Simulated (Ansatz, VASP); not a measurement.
# One calculation of HfSiF, two programs

```
Hf Si F
1.0
     3.38456    0.00000    0.00000
     0.00000    3.38456    0.00000
     0.00000    0.00000    7.46162
Hf Si F
2 2 2
Cartesian
  0.0000 1.6923 2.0930
  1.6923 0.0000 5.3686
  1.6923 0.0000 0.6295
  0.0000 1.6923 6.8321
  0.0000 0.0000 3.7308
  1.6923 1.6923 3.7308
```

Change from the starting cell: species swapped into the LuIO type (P4/nmm, No. 129).

Alike in both runs: functional PBE; k mesh 6 × 6 × 4; occupations gaussian, width 0.1 eV; no spin polarisation.

Ansatz relaxed the structure, and its values are those at the end. VASP's run is a single point on that final structure, the one shown.

|  | VASP | Ansatz |
| --- | --- | --- |
| version | VASP 6.6.1 | Ansatz 0.2.0 |
| potentials or method | VASP PAW PBE potentials, release 64 (Hf_pv, Si, F) | scalar-relativistic, plane waves, PAW |
| plane-wave cutoff (eV) | 520 | 420 |
| valence electrons in the cell | 42 | 74 |

|  | VASP | Ansatz | Ansatz less VASP |
| --- | --- | --- | --- |
| gap on the k mesh at the Fermi level (eV) | none | none | - |
| pressure (GPa) | -1.1 | 0.1 | +1.14 |
| rms of the force components (eV/Å) | 0.052 | 0.004 | -0.0472 |

A gap of «none» marks a metal or a gap that the smearing closes. The two sets of potentials don't hold the same shells in valence.

The runs have no spin-orbit coupling, so splittings on Hf are missing.
